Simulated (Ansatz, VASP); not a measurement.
# AlSi90Ge23 (amorphous Si0.8Ge0.2): VASP beside Ansatz

Wanted: the spread between two codes on one cell, functional and k mesh. Of the first pair: The structure shown is the start of the Ansatz relaxation below; VASP solves that cell, so the two are compared at the walk's first step.

Main program and level: Ansatz 0.2.0; plane waves, with VASP 6.6.1 beside it; single point at PBE.

## 1. Starting point

The cell holds 114 atoms: 90 Si, 1 Al and 23 Ge. Cell: a = 13.435 Å, b = 13.435 Å, c = 13.435 Å, α = 90.0°, β = 90.0°, γ = 90.0°. It derives from Si91Ge23 (amorphous Si0.8Ge0.2). As first built, before any earlier steps moved the atoms (in the runner's words): 114 atoms (91 Si, 23 Ge) placed at random at 2.89 g/cm^3, melted at 3500 K for 10 ps at fixed volume with the Tersoff potential (Tersoff, Phys. Rev. B 39, 5566 (1989)). Quenched from 3100 K to 500 K at 50 K/ps and fixed volume, held 5 ps, then minimised at fixed cell. Nearest the centre at fractional (0.271, 0.285, 0.984): Al91 at 0.00 Å, Si49 at 2.33 Å, Si11 at 2.41 Å, Si88 at 2.42 Å, Si42 at 2.43 Å, Si6 at 2.92 Å, Si53 at 3.35 Å, Si30 at 3.56 Å.

## 2. Ansatz: relaxation, PBE

Ansatz runs on its PAW soft_1 files.

The two programs are compared at the cell with which this relaxation starts, whose forces are those of its first step.

File input.yaml:

```yaml
crystal:
  lattice:
    - [13.4349, 0.0, 0.0]
    - [0.0, 13.4349, 0.0]
    - [0.0, 0.0, 13.4349]
  atoms:
    - { symbol: Si, position: [0.78749, 0.74737, 0.65442] }
    - { symbol: Si, position: [0.62123, 0.01072, 0.14961] }
[... 3 atom lines left out ...]
    - { symbol: Si, position: [0.2683, 0.3779, 0.18018] }
[... 3 atom lines left out ...]
    - { symbol: Si, position: [0.28724, 0.5828, 0.7947] }
    - { symbol: Si, position: [0.34913, 0.22397, 0.13309] }
    - { symbol: Si, position: [0.27964, 0.70922, 0.04955] }
    - { symbol: Si, position: [0.38776, 0.50416, 0.16799] }
    - { symbol: Si, position: [0.04981, 0.06439, 0.89492] }
[... 2 atom lines left out ...]
    - { symbol: Si, position: [0.01653, 0.36914, 0.11193] }
[... 1 atom line left out ...]
    - { symbol: Si, position: [0.92853, 0.28976, 0.98089] }
[... 3 atom lines left out ...]
    - { symbol: Si, position: [0.28808, 0.20523, 0.56227] }
[... 1 atom line left out ...]
    - { symbol: Si, position: [0.03739, 0.64047, 0.98927] }
[... 2 atom lines left out ...]
    - { symbol: Si, position: [0.23056, 0.44276, 0.70682] }
[... 1 atom line left out ...]
    - { symbol: Si, position: [0.14185, 0.30043, 0.75276] }
[... 1 atom line left out ...]
    - { symbol: Si, position: [0.4788, 0.50942, 0.01534] }
    - { symbol: Si, position: [0.45416, 0.94443, 0.12513] }
[... 2 atom lines left out ...]
    - { symbol: Si, position: [0.11632, 0.22712, 0.58755] }
    - { symbol: Si, position: [0.34108, 0.66517, 0.20816] }
    - { symbol: Al, position: [0.27061, 0.28499, 0.98368] }
[... 3 atom lines left out ...]
    - { symbol: Si, position: [0.2765, 0.86493, 0.41668] }
[... 3 atom lines left out ...]
    - { symbol: Si, position: [0.86931, 0.88734, 0.13023] }
[... 2 atom lines left out ...]
    - { symbol: Si, position: [0.76232, 0.34693, 0.94896] }
[... 1 atom line left out ...]
    - { symbol: Si, position: [0.51522, 0.45061, 0.40421] }
[... 1 atom line left out ...]
    - { symbol: Si, position: [0.73859, 0.07697, 0.01358] }
    - { symbol: Si, position: [0.35961, 0.12518, 0.81392] }
    - { symbol: Si, position: [0.94945, 0.50476, 0.76069] }
[... 1 atom line left out ...]
    - { symbol: Si, position: [0.90026, 0.61103, 0.26248] }
[... 3 atom lines left out ...]
    - { symbol: Si, position: [0.4593, 0.06458, 0.37894] }
[... 6 atom lines left out ...]
    - { symbol: Si, position: [0.70815, 0.62381, 0.41916] }
[... 4 atom lines left out ...]
    - { symbol: Si, position: [0.23873, 0.58155, 0.46535] }
[... 1 atom line left out ...]
    - { symbol: Si, position: [0.92596, 0.71883, 0.54019] }
[... 3 atom lines left out ...]
    - { symbol: Si, position: [0.63451, 0.54537, 0.12413] }
[... 2 atom lines left out ...]
    - { symbol: Si, position: [0.71151, 0.25601, 0.09291] }
[... 1 atom line left out ...]
    - { symbol: Si, position: [0.51103, 0.76723, 0.88909] }
    - { symbol: Si, position: [0.45127, 0.60258, 0.86056] }
[... 2 atom lines left out ...]
    - { symbol: Si, position: [0.16905, 0.94337, 0.68086] }
[... 1 atom line left out ...]
    - { symbol: Si, position: [0.34233, 0.43604, 0.44056] }
    - { symbol: Si, position: [0.66105, 0.15403, 0.86649] }
[... 1 atom line left out ...]
    - { symbol: Ge, position: [0.53701, 0.42672, 0.23032] }
[... 2 atom lines left out ...]
    - { symbol: Ge, position: [0.14264, 0.98412, 0.19866] }
[... 1 atom line left out ...]
    - { symbol: Ge, position: [0.29521, 0.1467, 0.39082] }
[... 2 atom lines left out ...]
    - { symbol: Ge, position: [0.30191, 0.04455, 0.10219] }
[... 3 atom lines left out ...]
    - { symbol: Ge, position: [0.28666, 0.9538, 0.93012] }
[... 1 atom line left out ...]
    - { symbol: Ge, position: [0.23254, 0.32111, 0.34998] }
    - { symbol: Ge, position: [0.49644, 0.24464, 0.84763] }
[... 3 atom lines left out ...]
    - { symbol: Ge, position: [0.94696, 0.53586, 0.1065] }
    - { symbol: Ge, position: [0.95049, 0.08347, 0.74362] }
    - { symbol: Ge, position: [0.57625, 0.10788, 0.61574] }
kpoints:
  mp_grid: { grid: [1, 1, 1] }
hamiltonian:
  xc: pbe
  pseudopotentials: { kind: paw, azcp: { folder: soft_1 } }
scf:
  occupations: { method: gaussian, width: 0.025 }
output:
  forces: true
  eigenvalues: true
relax:
  f_tol: 0.05
  max_steps: 90
```

On the command line:

```sh
$ ansatz run input.yaml --threads 4 --pin off --max-ram 15872MiB --backend cpu --events-out ev --progress --plain --runs-dir out
```

Numbers of over 12 decimals in the logs are rounded to 6 here.

What it wrote:

```text
Engine: ansatz 0.2.0, aarch64-unknown-linux-gnu
Pseudopotentials: kind: paw
Pseudopotential: Si, paw, valence charge 4, recommended cutoff 420 eV (normal), soft_1/Si.paw.azcp
Pseudopotential: Al, paw, valence charge 3, recommended cutoff 420 eV (normal), soft_1/Al.paw.azcp
Pseudopotential: Ge, paw, valence charge 14, recommended cutoff 420 eV (normal), soft_1/Ge.paw.azcp
Functional definition: PBE
  parameter kappa = 0.804
  parameter beta = 0.066725
  exchange = pbe_x(kappa = kappa, mu = beta*pi^2/3)
  correlation = pbe_c(beta = beta)
Crystal: 114 atoms, lattice volume = 2424.953 Å³
Basis set: ecut = 420 eV, 47401 PW (Γ), exchange–correlation on 180×180×180 points (8 copies of the dense FFT grid, shifted against one another)
Bands: 457, of which v1, the nominal top of the filled ones, is band 343 counted from 1 (342 counted from 0)
Symmetry: 1 space group operations
Space group: P1 (ITA 1), of the structure as read, at distance tolerance 1.3e-4 Å
k-points: 1
Non-local potential: Si, projectors of the file, l = 0: 2, l = 1: 2, l = 2: 1
Non-local potential: Al, projectors of the file, l = 0: 2, l = 1: 2, l = 2: 1
Non-local potential: Ge, projectors of the file, l = 0: 2, l = 1: 2, l = 2: 3, l = 3: 1
PAW form: soft (Blöchl's): semilocal exchange-correlation on the pseudo side does not see the compensation charge
PAW one-centre angular grid: Si, 110 points (default); XC on 64 Gauss nodes
PAW one-centre angular grid: Al, 110 points (default); XC on 64 Gauss nodes
PAW one-centre angular grid: Ge, 590 points (default); XC on 64 Gauss nodes
Initial density: superposition of atomic densities (chi_scale 0.1, normalization cell, long waves kept (reshape's long-wave potential 0.19 eV rms))
Initial wavefunctions: pseudopotential atomic-orbital guess
Functional: x = pbe(κ = 0.804, μ = 0.219515), c = pbe(β = 0.066725)
SCF iter   1: F=—  HF=-156526.115443 eV  |F-HF|=—  |Δ(HF+E_count)|=         —  Δρ=3.93e-2  dr2=6.07e1  ethr=3.10e-3  ⟨swp⟩=6.0  Hψ=1945  notcnv=0  defer=69
preconditioner: auto → Resta (q_TF=auto, 2.210 Å⁻¹)  ε∞=5.4  [insulator: Δε(μ)=0.151 eV  Ē_g=7.629 eV  σ=0.025 eV  W_gap=0.51  n_scr=460 (ndim 8)  ℏωp=16.1 eV  f_vac=0.002  D(μ)=48.84/eV (n_scr^D=256)  ε∞_Penn≈5.4]
SCF iter   2: F=—  HF=-156517.884719 eV  |F-HF|=—  |Δ(HF+E_count)|=    8.23e0  Δρ=2.29e-2  dr2=1.60e1  ethr=3.10e-3  ⟨swp⟩=2.0  Hψ=532  notcnv=0  defer=108
SCF iter   3: F=—  HF=-156514.867917 eV  |F-HF|=—  |Δ(HF+E_count)|=    3.02e0  Δρ=3.67e-3  dr2=7.08e-1  ethr=2.33e-3  ⟨swp⟩=2.0  Hψ=472  notcnv=0  defer=108
SCF iter   4: F=—  HF=-156514.786174 eV  |F-HF|=—  |Δ(HF+E_count)|=   8.17e-2  Δρ=1.76e-3  dr2=1.42e-1  ethr=1.03e-4  ⟨swp⟩=3.0  Hψ=701  notcnv=0  defer=108
SCF iter   5: F=—  HF=-156514.784519 eV  |F-HF|=—  |Δ(HF+E_count)|=   1.66e-3  Δρ=7.59e-4  dr2=3.19e-2  ethr=2.07e-5  ⟨swp⟩=2.0  Hψ=698  notcnv=0  defer=108
SCF iter   6: F=—  HF=-156514.805088 eV  |F-HF|=—  |Δ(HF+E_count)|=   2.06e-2  Δρ=2.76e-4  dr2=5.95e-3  ethr=4.66e-6  ⟨swp⟩=2.0  Hψ=800  notcnv=0  defer=108
SCF iter   7: F=—  HF=-156514.810033 eV  |F-HF|=—  |Δ(HF+E_count)|=   4.95e-3  Δρ=9.32e-5  dr2=7.13e-4  ethr=8.69e-7  ⟨swp⟩=2.0  Hψ=692  notcnv=0  defer=108
SCF iter   8: F=—  HF=-156514.810879 eV  |F-HF|=—  |Δ(HF+E_count)|=   8.46e-4  Δρ=3.40e-5  dr2=9.37e-5  ethr=1.04e-7  ⟨swp⟩=2.0  Hψ=676  notcnv=0  defer=108
SCF iter   9: F=—  HF=-156514.811026 eV  |F-HF|=—  |Δ(HF+E_count)|=   1.47e-4  Δρ=1.48e-5  dr2=1.23e-5  ethr=9.12e-9  ⟨swp⟩=15.0  Hψ=2971  notcnv=0
SCF iter  10: F=-156514.811040 eV  HF=-156514.811043 eV  |F-HF|=3.45e-6  |Δ(HF+E_count)|=   1.72e-5  Δρ=7.97e-6  dr2=2.50e-6  ethr=1.80e-9  ⟨swp⟩=4.0  Hψ=1877  notcnv=0
SCF 1 converged in 10 iterations: F = -156514.811040 eV  dr2 = 2.50e-6
  greatest PAW one-centre occupation: 0.998 electrons in one spin orbital (limit 2), on the Ge atom at site 98 (counted from 0), in its partial waves of l = 2
relax step   1: F+E_penalty+E_count = -156514.81103951 eV  Δ(F+E_penalty+E_count) = +0.000e0 eV  max|allowed force component| = 8.090e-1 eV/Å  Δτ_max = 0.0000 Å  (10 SCF iters, dr2 threshold 6.25e-5 eV, accepted)
Initial density: handed on by an earlier stage of this run
Initial wavefunctions: those handed on with the density
iter 1 solved again at ethr=2.89e-5 eV; its pass at ethr=3.10e-3 eV (dr2=1.98e-1 eV) is discarded
SCF iter   1: F=—  HF=-156515.075833 eV  |F-HF|=—  |Δ(HF+E_count)|=         —  Δρ=2.08e-3  dr2=1.90e-1  ethr=2.89e-5  ⟨swp⟩=2.0  Hψ=1221  notcnv=0  defer=108
preconditioner: auto → LDOS  [insulator: Δε(μ)=0.168 eV  Ē_g=7.531 eV  σ=0.025 eV  W_gap=0.50  n_scr=460 (ndim 8)  ℏωp=16.1 eV  f_vac=0.013  D(μ)=45.14/eV (n_scr^D=250)  ε∞_Penn≈5.6  β→1.0]
SCF iter   2: F=—  HF=-156515.052088 eV  |F-HF|=—  |Δ(HF+E_count)|=   2.37e-2  Δρ=7.09e-4  dr2=3.10e-2  ethr=2.77e-5  ⟨swp⟩=3.0  Hψ=557  notcnv=0  defer=108
[...]
- { symbol: Si, position: [0.072562, 0.711329, 0.637970] }
    - { symbol: Si, position: [0.288670, 0.582625, 0.793559] }
    - { symbol: Si, position: [0.355201, 0.222439, 0.175908] }
    - { symbol: Si, position: [0.280991, 0.711949, 0.045828] }
    - { symbol: Si, position: [0.387229, 0.500782, 0.166002] }
    - { symbol: Si, position: [0.043350, 0.060558, 0.893577] }
    - { symbol: Si, position: [0.942823, 0.120675, 0.316277] }
    - { symbol: Si, position: [0.054746, 0.063930, 0.598903] }
    - { symbol: Si, position: [0.018263, 0.370330, 0.115004] }
    - { symbol: Si, position: [0.753007, 0.634775, 0.900446] }
    - { symbol: Si, position: [0.930702, 0.290565, 0.983798] }
    - { symbol: Si, position: [0.118318, 0.780482, 0.048754] }
    - { symbol: Si, position: [0.082835, 0.499729, 0.483768] }
    - { symbol: Si, position: [0.753880, 0.807016, 0.389320] }
    - { symbol: Si, position: [0.290451, 0.205649, 0.559868] }
    - { symbol: Si, position: [0.061921, 0.332301, 0.440203] }
    - { symbol: Si, position: [0.037788, 0.638965, 0.986573] }
    - { symbol: Si, position: [0.296391, 0.664190, 0.620255] }
    - { symbol: Si, position: [0.925102, 0.848614, 0.416078] }
    - { symbol: Si, position: [0.231471, 0.440742, 0.708725] }
    - { symbol: Si, position: [0.397468, 0.836698, 0.00072601] }
    - { symbol: Si, position: [0.139046, 0.299940, 0.754351] }
    - { symbol: Si, position: [0.891558, 0.255214, 0.722415] }
    - { symbol: Si, position: [0.481018, 0.501013, 0.014785] }
[...]
- { symbol: Al, position: [0.271017, 0.267469, 1.000158] }
[...]
- { symbol: Si, position: [0.509297, 0.766768, 0.889510] }
    - { symbol: Si, position: [0.451229, 0.600533, 0.862653] }
    - { symbol: Si, position: [0.488867, 0.372559, 0.707048] }
    - { symbol: Si, position: [0.622262, 0.010422, 0.763483] }
    - { symbol: Si, position: [0.165138, 0.943226, 0.673335] }
    - { symbol: Si, position: [0.187092, 0.171400, 0.863796] }
    - { symbol: Si, position: [0.345105, 0.438736, 0.440787] }
    - { symbol: Si, position: [0.647393, 0.137830, 0.875088] }
    - { symbol: Ge, position: [0.417877, 0.909222, 0.286035] }
    - { symbol: Ge, position: [0.537229, 0.428699, 0.233471] }
    - { symbol: Ge, position: [0.631977, 0.291675, 0.642440] }
    - { symbol: Ge, position: [0.530061, 0.631038, 0.420083] }
    - { symbol: Ge, position: [0.143867, 0.988287, 0.193851] }
    - { symbol: Ge, position: [0.713152, 0.866424, 0.220396] }
    - { symbol: Ge, position: [0.298612, 0.149941, 0.384183] }
    - { symbol: Ge, position: [0.412474, 0.946357, 0.513771] }
    - { symbol: Ge, position: [0.116932, 0.802209, 0.224908] }
    - { symbol: Ge, position: [0.296625, 0.063417, 0.092855] }
    - { symbol: Ge, position: [0.815721, 0.146528, 0.444052] }
    - { symbol: Ge, position: [0.703169, 0.593234, 0.733906] }
    - { symbol: Ge, position: [0.924959, 0.662106, 0.850397] }
    - { symbol: Ge, position: [0.286461, 0.954544, 0.922784] }
    - { symbol: Ge, position: [0.686281, 0.854380, 0.545706] }
    - { symbol: Ge, position: [0.229440, 0.328347, 0.350918] }
    - { symbol: Ge, position: [0.488388, 0.238609, 0.852660] }
    - { symbol: Ge, position: [0.778220, 0.507798, 0.021470] }
    - { symbol: Ge, position: [0.893384, 0.298815, 0.537929] }
    - { symbol: Ge, position: [0.491582, 0.740167, 0.265297] }
    - { symbol: Ge, position: [0.946695, 0.535039, 0.103472] }
    - { symbol: Ge, position: [0.943771, 0.081970, 0.742679] }
    - { symbol: Ge, position: [0.574488, 0.113294, 0.618312] }
```

## 3. VASP: single point, PBE, start cell, pair 1

The same cell, functional, mesh and smearing now go to VASP, with its own data sets.

Lines of VASP's logs that name or quote its potential files are left out, and so is its time.

File INCAR:

```
SYSTEM = AlSi90Ge23
PREC = Accurate
ENCUT = 410
EDIFF = 1E-06
NELM = 120
ISMEAR = 0
SIGMA = 0.025
LREAL = Auto
ALGO = Normal
GGA = PE
NBANDS = 432
LORBIT = 11
LWAVE = .FALSE.
LCHARG = .FALSE.
ISIF = 2
LASPH = .TRUE.
GGA_COMPAT = .FALSE.
NCORE = 4
```

File POSCAR:

```
AlSi90Ge23
1.0
   13.4349000000      0.0000000000      0.0000000000
    0.0000000000     13.4349000000      0.0000000000
    0.0000000000      0.0000000000     13.4349000000
Si Al Ge
90 1 23
Direct
    0.7874863229      0.7473669324      0.6544224371
    0.6212327595      0.0107183529      0.1496103432
[... 3 atom lines left out ...]
    0.2683012155      0.3778963744      0.1801799790
[... 3 atom lines left out ...]
    0.2872369724      0.5828029982      0.7946988813
    0.3491280173      0.2239689168      0.1330936591
    0.2796373624      0.7092200165      0.0495500525
    0.3877587477      0.5041570834      0.1679878525
    0.0498105680      0.0643919940      0.8949229246
[... 2 atom lines left out ...]
    0.0165315708      0.3691430528      0.1119323553
[... 1 atom line left out ...]
    0.9285294271      0.2897602513      0.9808930472
[... 3 atom lines left out ...]
    0.2880780653      0.2052266857      0.5622669316
[... 1 atom line left out ...]
    0.0373876992      0.6404662484      0.9892667605
[... 2 atom lines left out ...]
    0.2305636812      0.4427572963      0.7068232737
[... 1 atom line left out ...]
    0.1418469806      0.3004265011      0.7527633254
[... 1 atom line left out ...]
    0.4787977581      0.5094194970      0.0153406427
    0.4541604329      0.9444283173      0.1251293273
[... 2 atom lines left out ...]
    0.1163164594      0.2271174330      0.5875518240
    0.3410818093      0.6651705632      0.2081593462
    0.3474086149      0.3669472791      0.6009795384
[... 3 atom lines left out ...]
    0.4444766987      0.3338320345      0.9923334003
[... 3 atom lines left out ...]
    0.1970688282      0.5777936568      0.9542385876
[... 2 atom lines left out ...]
    0.1721263277      0.4168471667      0.0379533901
[... 1 atom line left out ...]
    0.9225896732      0.1182591608      0.0103015281
[... 1 atom line left out ...]
    0.3596081847      0.1251814305      0.8139174836
    0.9494525452      0.5047599908      0.7606904406
    0.3888901294      0.0881063499      0.6402206194
[... 1 atom line left out ...]
    0.9673983431      0.2949482318      0.2778211970
[... 3 atom lines left out ...]
    0.9643912497      0.0340977603      0.1601723868
[... 6 atom lines left out ...]
    0.5330966364      0.2652196890      0.1466702395
[... 4 atom lines left out ...]
    0.3387892727      0.9537026699      0.7551823981
[... 1 atom line left out ...]
    0.1141206857      0.8990167400      0.9181088062
[... 3 atom lines left out ...]
    0.9947822462      0.3476765737      0.8283574868
[... 2 atom lines left out ...]
    0.5775108114      0.1395023409      0.2684277516
[... 1 atom line left out ...]
    0.4512724322      0.6025798480      0.8605572055
    0.4920691631      0.3719863936      0.7036896441
[... 2 atom lines left out ...]
    0.1984830553      0.1744784107      0.8611080097
[... 1 atom line left out ...]
    0.6610469747      0.1540316638      0.8664895161
    0.2706086387      0.2849890956      0.9836768417
[... 1 atom line left out ...]
    0.5370118125      0.4267169834      0.2303180522
[... 2 atom lines left out ...]
    0.1426434138      0.9841234397      0.1986616945
[... 1 atom line left out ...]
    0.2952087474      0.1467000127      0.3908179443
[... 2 atom lines left out ...]
    0.3019077180      0.0445481544      0.1021890747
[... 3 atom lines left out ...]
    0.2866563949      0.9537994328      0.9301222934
[... 1 atom line left out ...]
    0.2325435991      0.3211114337      0.3499765536
    0.4964383806      0.2446389627      0.8476281922
[... 3 atom lines left out ...]
    0.9469590395      0.5358581009      0.1064987458
    0.9504871640      0.0834691736      0.7436229522
    0.5762528936      0.1078831997      0.6157396036
```

File KPOINTS:

```
Automatic mesh
0
Gamma
1 1 1
0 0 0
```

PAW data sets: Si, Al and Ge_d (PBE family, release 64).

On the command line:

```sh
$ mpirun -np 16 vasp_gam
```

What it wrote:

```text
[banner, memory and clock lines left out]
running   16 mpi-ranks, on    1 nodes
[...]
LDA part: xc-table for (Slater+PW92), standard interpolation
 POSCAR, INCAR and KPOINTS ok, starting setup
[...]
entering main loop
       N       E                     dE             d eps       ncg     rms          rms(c)
DAV:   1     0.111722868193E+05    0.11172E+05   -0.21123E+05   944   0.243E+03
DAV:   2     0.184789989312E+04   -0.93244E+04   -0.90029E+04   864   0.633E+02
DAV:   3    -0.264850370391E+03   -0.21128E+04   -0.19571E+04  1008   0.215E+02
DAV:   4    -0.559409894580E+03   -0.29456E+03   -0.28137E+03  1096   0.813E+01
[...]
DAV:  16    -0.565375616661E+03   -0.13385E-04   -0.18858E-05  1024   0.976E-03    0.341E-03
DAV:  17    -0.565375619537E+03   -0.28761E-05   -0.36329E-06   848   0.451E-03    0.238E-03
DAV:  18    -0.565375620331E+03   -0.79449E-06   -0.86902E-07   640   0.285E-03
   1 F= -.56537562E+03 E0= -.56536853E+03  d E =-.141801E-01
```

OUTCAR, selected parts (step 3):

```text
  FREE ENERGIE OF THE ION-ELECTRON SYSTEM (eV)
  ---------------------------------------------------
  free  energy   TOTEN  =      -565.3756203313 eV

  energy  without entropy=     -565.3614402578  energy(sigma->0) =     -565.36853029
```

This run has no spin polarisation. Its electron count is odd, so without a moment it is a metal by construction.

## 4. Differences

Known differences besides the potentials themselves: the cutoff is 420 eV in Ansatz and 410 eV in VASP (PREC = Accurate, projectors in real space). Total energies have different zeros and are not compared.

Forces on 10 of the 114 atoms, those with the largest forces and the largest differences (eV/Å; atoms numbered as in POSCAR):

```csv
atom,"Ansatz x, y, z","VASP x, y, z"
Si6,"-0.140, -0.169, -0.157","-0.137, -0.169, -0.160"
Si11,"0.684, -0.113, 0.569","0.685, -0.111, 0.566"
Si42,"0.809, 0.140, 0.342","0.809, 0.135, 0.339"
Si49,"-0.539, 0.751, 0.245","-0.536, 0.749, 0.246"
Si50,"-0.015, 0.039, -0.004","-0.016, 0.044, -0.012"
Si53,"-0.172, 0.028, 0.061","-0.173, 0.024, 0.057"
Si69,"0.045, 0.093, -0.077","0.045, 0.100, -0.074"
Si73,"0.027, 0.053, 0.040","0.030, 0.060, 0.043"
Si88,"-0.397, -0.344, -0.347","-0.396, -0.338, -0.350"
Al91,"-0.413, -0.311, -0.651","-0.411, -0.309, -0.644"
```

The forces differ by 2.7 meV/Å r.m.s., which is 2.4 % of the r.m.s. force of 0.110 eV/Å (both taken over all components).

(Part 1 of 2 ends here.)

[Lines on the potential files, build, host, timing and source positions are cut from VASP's logs without a mark.]

[Logs are printed without paths, hosts, clocks, repeated set-up lines and the standing remarks that a program may print on its own settings, such as how far it seeks lower states.]

[Hosts, paths, dates, database ids (printed as entryN), source tags and the programs' standing remarks are cut or masked in the printed files.]
